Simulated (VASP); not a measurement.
OSZICAR of a VASP run on C (diamond):

File OSZICAR:
```
       N       E                     dE             d eps       ncg     rms          rms(c)
DAV:   1    -0.907137960904E+00   -0.90714E+00   -0.51085E+03  1400   0.993E+02
DAV:   2    -0.194541133261E+02   -0.18547E+02   -0.18164E+02  2056   0.112E+02
DAV:   3    -0.195677947754E+02   -0.11368E+00   -0.11368E+00  1472   0.113E+01
DAV:   4    -0.195679355790E+02   -0.14080E-03   -0.14080E-03  1888   0.437E-01
DAV:   5    -0.195679356540E+02   -0.75071E-07   -0.75071E-07  1448   0.649E-03    0.575E+00
DAV:   6    -0.190873665250E+02    0.48057E+00   -0.35961E-01  1392   0.471E+00    0.344E+00
DAV:   7    -0.189245266639E+02    0.16284E+00   -0.38605E-01  1576   0.501E+00    0.724E-01
DAV:   8    -0.189253705353E+02   -0.84387E-03   -0.18210E-03  1400   0.502E-01    0.456E-02
DAV:   9    -0.189253756130E+02   -0.50777E-05   -0.12882E-04  1944   0.974E-02    0.249E-02
DAV:  10    -0.189253874363E+02   -0.11823E-04   -0.12055E-05  1368   0.413E-02    0.519E-03
DAV:  11    -0.189253873109E+02    0.12532E-06   -0.36205E-08  1824   0.220E-03    0.101E-03
DAV:  12    -0.189253873255E+02   -0.14608E-07   -0.11656E-08   672   0.138E-03
   1 F= -.18925387E+02 E0= -.18925387E+02  d E =-.196960E-16
```

Q: Which electronic solver shows in the log?

A: It is blocked Davidson (ALGO = Normal, or the opening steps of other solvers). The INCAR had ALGO = Normal.

Q: Can the final energy be trusted as converged?

A: The run converged. It stopped with EDIFF = 1E-7, NELM = 100 (AM05 GGA, plane waves, VASP's PBE PAW potentials (set 64)).

The compound is C in the diamond structure. It was relaxed first.
